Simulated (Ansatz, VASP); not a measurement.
Be2CdS2: VASP beside Ansatz

The input INCAR:

```
SYSTEM = Be2CdS2
ALGO     = Normal         ! electronic algorithm
EDIFF    = 1E-6           ! SCF threshold, eV
EDIFFG   = -0.04          ! ionic threshold
ENCUT    = 600            ! plane-wave cutoff, eV
GGA      = PE             ! functional
IBRION   = 2              ! ionic algorithm
ISIF     = 3              ! what is computed and relaxed
ISMEAR   = 0              ! smearing method
LASPH    = .True.         ! aspherical terms in the spheres
LCHARG   = .False.        ! write CHGCAR
LREAL    = .False.        ! projectors in reciprocal space
LWAVE    = .False.        ! write WAVECAR
NELM     = 80             ! most SCF steps
NSW      = 90             ! ionic steps
PREC     = Accurate       ! precision mode
SIGMA    = 0.1            ! smearing width, eV
```

Contents of KPOINTS:

```
k-points
0
Gamma
  6 6 2
  0 0 0
```

POSCAR

```
Be2CdS2
1.0
    3.7726590800      0.0000000000      0.0000000000
   -1.8863295400      3.2672186100      0.0000000000
    0.0000000000      0.0000000000      8.1387649700
Be Cd S
2 1 2
Direct
    0.3333333300      0.6666666700      0.5000000000
    0.6666666700      0.3333333300      0.5000000000
    0.0000000000      0.0000000000      0.5000000000
    0.0000000000      0.0000000000      0.2458525400
    0.0000000000      0.0000000000      0.7541474600
```

Input for Ansatz:

```yaml
crystal:
  lattice:
    - [3.77265908, 0.0, 0.0]
    - [-1.88632954, 3.26721861, 0.0]
    - [0.0, 0.0, 8.13876497]
  atoms:
    - { symbol: Be, position: [0.33333333, 0.66666667, 0.5] }
    - { symbol: Be, position: [0.66666667, 0.33333333, 0.5] }
    - { symbol: Cd, position: [0.0, 0.0, 0.5] }
    - { symbol: S, position: [0.0, 0.0, 0.24585254] }
    - { symbol: S, position: [0.0, 0.0, 0.75414746] }
basis:
  ecutwfc: 420
kpoints:
  mp_grid: { grid: [6, 6, 2] }
hamiltonian:
  xc: pbe
scf:
  occupations: { method: gaussian, width: 0.1 }
  lower_state_search: "off"
output:
  forces: true
  stress: true
  eigenvalues: true
relax:
  adjacent_minimum: "off"
  f_tol: 0.04
  max_steps: 70
  cell: { stress_tol: 0.4 }
```

Alike in both runs: task relaxation of cell and atoms; functional PBE; k mesh 6 × 6 × 2; occupations gaussian, width 0.1 eV; no spin polarisation.

|  | VASP | Ansatz |
| --- | --- | --- |
| version | VASP 6.6.1 | Ansatz 0.2.0 |
| potentials or method | VASP PAW PBE potentials, release 64 (Be, Cd, S) | scalar-relativistic, plane waves, PAW |
| plane-wave cutoff (eV) | 600 | 420 |
| valence electrons in the cell | 28 | 36 |

VASP gave:

```
gap on the k mesh at the Fermi level, each at its own relaxed structure (eV) : none
relaxed volume (Å³/atom)                                                     : 26.54
relaxed cell length with the largest relative difference (Å)                 : 8.696
energy change over the relaxation (meV/atom)                                 : -528
```

**Question.** Which values does Ansatz return?

**Answer.** gap on the k mesh at the Fermi level, each at its own relaxed structure (eV): none; relaxed volume (Å³/atom): 23.39; relaxed cell length with the largest relative difference (Å): 7.773; energy change over the relaxation (meV/atom): -913.

A gap of «none» marks a metal or a gap that the smearing closes. One of these differences is far larger than is usual between the two programs; its cause wasn't traced. The two sets of potentials don't hold the same shells in valence.

Caveats: the k mesh is coarse (spacing up to 0.39 Å⁻¹), so the values aren't converged; the volume moved by over 15 % at a fixed basis, so the end points are rough (VASP).
